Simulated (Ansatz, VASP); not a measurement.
**Two plane-wave programs on LuSc2N3**

```
Lu Sc N
1.0
     5.56128    0.00000    0.00000
    -2.78064    4.81621    0.00000
     0.00000    0.00000    4.07228
Lu Sc N
1 2 3
Direct
  0.00000 0.00000 0.50000
  0.33333 0.66667 0.50000
  0.66667 0.33333 0.50000
  0.33333 0.66667 0.00000
  0.66667 0.33333 0.00000
  0.00000 0.00000 0.00000
```

Alike in both runs: task single point; functional PBE; k mesh 6 × 6 × 4; occupations gaussian, width 0.1 eV; no spin polarisation.

```csv
,VASP,Ansatz
version,VASP 6.6.1,Ansatz 0.2.0
potentials or method,"VASP PAW PBE potentials, release 64 (Lu, Sc_sv, N)","scalar-relativistic, plane waves, PAW"
plane-wave cutoff (eV),520,420
valence electrons in the cell,62,62
```

Ansatz gave:

| Quantity | Value |
| --- | --- |
| gap on the k mesh at the Fermi level (eV) | none |
| pressure (GPa) | 4.6 |
| largest component of the traceless stress (GPa) | 10.47 |

**Question.** Estimate VASP's values.

**Answer.** gap on the k mesh at the Fermi level (eV): none; pressure (GPa): 5.0; largest component of the traceless stress (GPa): 9.47.

A gap of «none» marks a metal or a gap that the smearing closes.

Caveats: the k mesh is coarse (spacing up to 0.39 Å⁻¹), so the values aren't converged. Spin-orbit coupling is left out, which matters for the levels of Lu.
